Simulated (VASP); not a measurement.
An input for Ansatz (written as the equivalent of a VASP run, and not itself run):

Ansatz 0.2 input:
```yaml
crystal:
  lattice:
    - [1.5817974, -2.7397539, 0.0000000]
    - [1.5817974, 2.7397539, 0.0000000]
    - [0.0000000, 0.0000000, 5.1140928]
  atoms:
    - { symbol: Zn, position: [0.6666670, 0.3333330, 0.5017808] }
    - { symbol: Zn, position: [0.3333330, 0.6666670, 0.0017808] }
    - { symbol: O, position: [0.6666670, 0.3333330, 0.8802192] }
    - { symbol: O, position: [0.3333330, 0.6666670, 0.3802192] }
kpoints:
  mp_grid: { grid: [8, 8, 5] }
hamiltonian:
  xc: lda
  pseudopotentials: { kind: paw }
scf:
  occupations: { method: gaussian, width: 0.05 }
  max_iter: 100
relax:
  max_steps: 40
  f_tol: 0.02
  cell: { p_target: 5 }
output: { forces: true, stress: true, eigenvalues: true }
```

**Question.** Translate this input to VASP (INCAR, KPOINTS, POSCAR, choice of POTCAR).

**Answer.** One answer among several that fit: 
**INCAR**
```
# general
SYSTEM =ZnO
PREC   =Accurate
ENCUT  =620   # plane-wave cut-off (eV)
LREAL  =.False.   # projection in real space or not
LASPH  =.True.   # aspherical one-centre terms

# electronic loop
EDIFF  =1E-6   # SCF stop (eV)
NELM   =100   # most electronic steps
ALGO   =Normal
LMAXMIX=4   # l cut-off of mixed one-centre charges

# smearing
ISMEAR =0   # Gaussian
SIGMA  =0.05

# ions
IBRION =2
NSW    =40   # most ionic steps
ISIF   =3   # ions, shape and volume
EDIFFG =-0.02
PSTRESS=50   # kbar

# output
LWAVE  =.False.
LCHARG =.False.
```

File KPOINTS:
```
K-points
0
gamma
  8 8 5
```

**POSCAR**
```
ZnO
1.0
  1.5817974404  -2.7397539452   0.0000000000
  1.5817974404   2.7397539452   0.0000000000
  0.0000000000   0.0000000000   5.1140928117
Zn O
2 2
Cart
  1.5817974404  -0.9132531416   2.5661535793
  1.5817974404   0.9132531416   0.0091071734
  1.5817974404  -0.9132531416   4.5015226865
  1.5817974404   0.9132531416   1.9444762807
```

POTCAR, in this order: Zn O (LDA.64 set). Program: vasp_std.

What does not carry over: each code has its own PAW files, so the cut-off isn't converted (ENCUT is set for VASP's; basis.ecutwfc is left out, and Ansatz then takes the one that its files recommend); Ansatz stops its SCF on the density residual and VASP on the energy change (EDIFF); Ansatz's lda is the Perdew-Wang form, while the LDA potentials of VASP carry Perdew-Zunger's.

The compound is ZnO in the wurtzite structure. It was relaxed first under an external pressure of 5 GPa.
